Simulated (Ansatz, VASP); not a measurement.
# Cross-check of KNaICl between VASP and Ansatz, part 2 of 3

Wanted: the spread between two codes on one cell, functional and k mesh. The cell is taken from a series of runs on this material, whose earlier steps may have relaxed, scaled, displaced or heated it; both programs get it as it stands.

VASP 6.6.1 and Ansatz 0.2.0.

So far: The starting structure; VASP: zone-centre phonons, PBEsol.

## (2) VASP: zone-centre phonons, PBEsol (continued)

Level of this step: PBEsol; plane waves and PAW (K_sv, Na_pv, I, Cl) (VASP).

OUTCAR, selected parts (step 2):

```text
ion  position               nearest neighbor table
   1  0.500  0.500  0.500-   4 3.13   4 3.13   4 3.13   4 3.13   3 3.34   3 3.34
   2  0.000  0.000  0.000-   3 3.13   3 3.13   3 3.13   3 3.13
   3  0.500  0.500  0.000-   2 3.13   2 3.13   2 3.13   2 3.13   1 3.34   1 3.34
   4  0.000  0.000  0.500-   1 3.13   1 3.13   1 3.13   1 3.13

  LATTYP: Found a simple tetragonal cell.
 ALAT       =     4.4254866400
 C/A-ratio  =     1.5074314257

 Subroutine GETGRP returns: Found 16 space group operations
 (whereof 16 operations were pure point group operations)

The static configuration has the point symmetry D_4h.

 Found     30 irreducible k-points:

   k-points           NKPTS =     30   k-points in BZ     NKDIM =     30   number of bands    NBANDS=     21

   dimension x,y,z NGX =    32 NGY =   32 NGZ =   50
   dimension x,y,z NGXF=    64 NGYF=   64 NGZF=  100

   ENCUT  =  500.0 eV  36.75 Ry    6.06 a.u.   8.07  8.07 12.16*2*pi/ulx,y,z

   NELECT =      30.0000    total number of electrons

 k-points in reciprocal lattice and weights: Automatic mesh
   0.00000000  0.00000000  0.00000000       0.007
   0.16666667  0.00000000  0.00000000       0.028
   0.33333333  0.00000000  0.00000000       0.028
   0.50000000  0.00000000  0.00000000       0.014
   0.16666667  0.16666667  0.00000000       0.028
   0.33333333  0.16666667  0.00000000       0.056
   0.50000000  0.16666667  0.00000000       0.028
   0.33333333  0.33333333  0.00000000       0.028
   0.50000000  0.33333333  0.00000000       0.028
[...]
0.50000000  0.33333333  0.50000000       0.028
   0.50000000  0.50000000  0.50000000       0.007

 average (electrostatic) potential at core
       1 -35.1612       2 -48.1947       3 -94.1496       4 -93.4735

  Total        0.0485686      0.0485686      0.0513880      0.0000000      0.0000000     -0.0000000
  in kB        0.5955879      0.5955879      0.6301611      0.0000000      0.0000000     -0.0000000
  external PRESSURE =       0.6071123 kB  Pullay stress =       0.0000000 kB

  energy-cutoff  :      500.00
  volume of cell :      130.65
      direct lattice vectors                 reciprocal lattice vectors
     4.425486640  0.000000000  0.000000000     0.225963850  0.000000000  0.000000000
     0.000000000  4.425486640  0.000000000     0.000000000  0.225963850  0.000000000
     0.000000000  0.000000000  6.671117635     0.000000000  0.000000000  0.149899920

 POSITION                                       TOTAL-FORCE (eV/Angst)
 -----------------------------------------------------------------------------------
      2.21274      2.21274      3.33556         0.000000      0.000000      0.000000
      0.00000      0.00000      0.00000         0.000000      0.000000      0.000000
      2.21274      2.21274      0.00000         0.000000      0.000000      0.000000
      0.00000      0.00000      3.33556         0.000000      0.000000      0.000000
 -----------------------------------------------------------------------------------
    total drift:                                0.000000     -0.000000     -0.000000

 MACROSCOPIC STATIC DIELECTRIC TENSOR (including local field effects in DFT)
 ------------------------------------------------------
           2.862463     0.000000     0.000000
           0.000000     2.862463     0.000000
          -0.000000     0.000000     2.778649
 ------------------------------------------------------

 PIEZOELECTRIC TENSOR (including local field effects)  for field in x, y, z        (C/m^2)
          XX          YY          ZZ          XY          YZ          ZX
  --------------------------------------------------------------------------------
  x     0.00000     0.00000     0.00000     0.00000     0.00000     0.00000
  y     0.00000     0.00000     0.00000     0.00000     0.00000     0.00000
  z     0.00000     0.00000     0.00000     0.00000     0.00000     0.00000

 BORN EFFECTIVE CHARGES (including local field effects) (in |e|, cummulative output)
 ---------------------------------------------------------------------------------
 ion    1
    1     1.11008     0.00000     0.00000
    2     0.00000     1.11008     0.00000
    3     0.00000     0.00000     1.12758
 ion    2
    1     1.23597     0.00000     0.00000
    2     0.00000     1.23597     0.00000
    3     0.00000     0.00000     0.99573
 ion    3
    1    -1.14155     0.00000     0.00000
    2     0.00000    -1.14155     0.00000
    3     0.00000     0.00000    -0.82412
 ion    4
    1    -1.20449     0.00000     0.00000
    2     0.00000    -1.20449     0.00000
    3     0.00000     0.00000    -1.29919

 Eigenvectors and eigenvalues of the dynamical matrix
 ----------------------------------------------------

   1 f  =    4.601650 THz    28.913021 2PiTHz  153.494527 cm-1    19.030887 meV
             X         Y         Z           dx          dy          dz
      2.212743  2.212743  3.335559    -0.000000   -0.000000    0.900898
      0.000000  0.000000  0.000000    -0.000000   -0.000000   -0.087767
      2.212743  2.212743  0.000000     0.000000    0.000000   -0.416019
      0.000000  0.000000  3.335559     0.000000    0.000000   -0.087228

   2 f  =    4.501796 THz    28.285616 2PiTHz  150.163739 cm-1    18.617922 meV
             X         Y         Z           dx          dy          dz
      2.212743  2.212743  3.335559     0.010325   -0.021448    0.000000
      0.000000  0.000000  0.000000     0.404668   -0.840612   -0.000000
      2.212743  2.212743  0.000000    -0.145740    0.302745   -0.000000
      0.000000  0.000000  3.335559    -0.055130    0.114522   -0.000000

   3 f  =    4.501796 THz    28.285616 2PiTHz  150.163739 cm-1    18.617922 meV
             X         Y         Z           dx          dy          dz
      2.212743  2.212743  3.335559     0.021448    0.010325    0.000000
      0.000000  0.000000  0.000000     0.840612    0.404668   -0.000000
      2.212743  2.212743  0.000000    -0.302745   -0.145740   -0.000000
      0.000000  0.000000  3.335559    -0.114522   -0.055130   -0.000000

   4 f  =    4.126952 THz    25.930401 2PiTHz  137.660286 cm-1    17.067693 meV
             X         Y         Z           dx          dy          dz
      2.212743  2.212743  3.335559    -0.379528   -0.515401   -0.000000
      0.000000  0.000000  0.000000     0.053260    0.072328    0.000000
      2.212743  2.212743  0.000000    -0.049145   -0.066740    0.000000
      0.000000  0.000000  3.335559     0.449780    0.610803    0.000000

   5 f  =    4.126952 THz    25.930401 2PiTHz  137.660286 cm-1    17.067693 meV
             X         Y         Z           dx          dy          dz
      2.212743  2.212743  3.335559    -0.515401    0.379528   -0.000000
      0.000000  0.000000  0.000000     0.072328   -0.053260    0.000000
      2.212743  2.212743  0.000000    -0.066740    0.049145    0.000000
      0.000000  0.000000  3.335559     0.610803   -0.449780    0.000000

   6 f  =    2.398602 THz    15.070863 2PiTHz   80.008763 cm-1     9.919818 meV
             X         Y         Z           dx          dy          dz
      2.212743  2.212743  3.335559     0.000000    0.000000   -0.122491
      0.000000  0.000000  0.000000     0.000000    0.000000    0.457117
      2.212743  2.212743  0.000000    -0.000000   -0.000000   -0.512001
      0.000000  0.000000  3.335559     0.000000    0.000000    0.716865

   7 f  =    1.135837 THz     7.136676 2PiTHz   37.887452 cm-1     4.697443 meV
             X         Y         Z           dx          dy          dz
      2.212743  2.212743  3.335559    -0.584327    0.246748    0.000000
      0.000000  0.000000  0.000000     0.144524   -0.061029    0.000000
      2.212743  2.212743  0.000000     0.530936   -0.224202    0.000000
      0.000000  0.000000  3.335559    -0.452161    0.190937    0.000000

   8 f  =    1.135837 THz     7.136676 2PiTHz   37.887452 cm-1     4.697443 meV
             X         Y         Z           dx          dy          dz
      2.212743  2.212743  3.335559     0.246748    0.584327   -0.000000
      0.000000  0.000000  0.000000    -0.061029   -0.144524   -0.000000
      2.212743  2.212743  0.000000    -0.224202   -0.530936   -0.000000
      0.000000  0.000000  3.335559     0.190937    0.452161   -0.000000

   9 f  =    0.012900 THz     0.081053 2PiTHz    0.430295 cm-1     0.053350 meV
             X         Y         Z           dx          dy          dz
      2.212743  2.212743  3.335559    -0.000000   -0.000000    0.416374
      0.000000  0.000000  0.000000    -0.000000   -0.000000    0.317464
      2.212743  2.212743  0.000000    -0.000000   -0.000000    0.749917
      0.000000  0.000000  3.335559    -0.000000   -0.000000    0.404320

  10 f/i=    0.036346 THz     0.228367 2PiTHz    1.212365 cm-1     0.150314 meV
             X         Y         Z           dx          dy          dz
      2.212743  2.212743  3.335559     0.312489    0.299637    0.000000
      0.000000  0.000000  0.000000     0.224727    0.215485    0.000000
      2.212743  2.212743  0.000000     0.534360    0.512382    0.000000
      0.000000  0.000000  3.335559     0.295457    0.283305    0.000000

  11 f/i=    0.036346 THz     0.228367 2PiTHz    1.212365 cm-1     0.150314 meV
             X         Y         Z           dx          dy          dz
      2.212743  2.212743  3.335559    -0.299637    0.312489    0.000000
      0.000000  0.000000  0.000000    -0.215485    0.224727    0.000000
      2.212743  2.212743  0.000000    -0.512382    0.534360    0.000000
      0.000000  0.000000  3.335559    -0.283305    0.295457    0.000000

  12 f/i=    2.978881 THz    18.716864 2PiTHz   99.364791 cm-1    12.319658 meV
             X         Y         Z           dx          dy          dz
      2.212743  2.212743  3.335559    -0.000000   -0.000000    0.003483
      0.000000  0.000000  0.000000    -0.000000   -0.000000    0.826171
      2.212743  2.212743  0.000000    -0.000000   -0.000000   -0.049069
      0.000000  0.000000  3.335559    -0.000000   -0.000000   -0.561268

 MACROSCOPIC STATIC DIELECTRIC TENSOR IONIC CONTRIBUTION
 ------------------------------------------------------
           2.915209    -0.000000     0.000000
          -0.000000     2.915209     0.000000
           0.000000     0.000000     0.888583
 ------------------------------------------------------

 ELASTIC MODULI CONTR FROM IONIC RELAXATION (kBar)
 Direction    XX          YY          ZZ          XY          YZ          ZX
 --------------------------------------------------------------------------------
 XX           0.0000      0.0000      0.0000      0.0000      0.0000      0.0000
 YY           0.0000      0.0000      0.0000      0.0000      0.0000      0.0000
 ZZ           0.0000      0.0000      0.0000      0.0000      0.0000      0.0000
 XY           0.0000      0.0000      0.0000      0.0000      0.0000      0.0000
 YZ           0.0000      0.0000      0.0000      0.0000      0.0000      0.0000
 ZX           0.0000      0.0000      0.0000      0.0000      0.0000      0.0000
 --------------------------------------------------------------------------------

 PIEZOELECTRIC TENSOR IONIC CONTR  for field in x, y, z        (C/m^2)
          XX          YY          ZZ          XY          YZ          ZX
  --------------------------------------------------------------------------------
  x     0.00000     0.00000     0.00000     0.00000     0.00000     0.00000
  y     0.00000     0.00000     0.00000     0.00000     0.00000     0.00000
  z     0.00000     0.00000     0.00000     0.00000     0.00000     0.00000
```

With imaginary modes the cell is no minimum, so the ionic parts of its dielectric, piezoelectric and elastic tensors have no meaning.

(Part 2 of 3 ends here.)

[Lines on the potential files, build, host, timing and source positions are cut from VASP's logs without a mark.]

[Logs are printed without paths, hosts, clocks, repeated set-up lines and the standing remarks that a program may print on its own settings, such as how far it seeks lower states.]

[Hosts, paths, dates, database ids (printed as entryN), source tags and the programs' standing remarks are cut or masked in the printed files.]
